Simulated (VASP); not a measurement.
Consider the following.

```
K2S
1.0
    0.00000     3.69826     3.69826
    3.69826     0.00000     3.69826
    3.69826     3.69826     0.00000
K S
2 1
Direct
  0.25000   0.25000   0.25000
  0.75000   0.75000   0.75000
  0.00000   0.00000   0.00000
```

The numbers are results of PBE GGA with D3 dispersion (zero damping), VASP's PBE PAW potentials (set 64) (plane waves; VASP), not measurements. Settings: 520 eV cut-off, 6×6×6 Γ-centred mesh, tetrahedra with Blöchl corrections, potentials K_sv S.

Estimate the energy per atom (σ→0), band gap (on the k-mesh) with the smallest direct gap where there is one.

* **band gap (on the k-mesh)**: 2.39 eV
* **smallest direct gap (on the k-mesh)**: 2.59 eV
* **energy per atom (σ→0)**: -3.317 eV/atom

Only differences to runs with the same potentials and settings are physical.

The compound is K2S in the antifluorite structure. It was relaxed first.
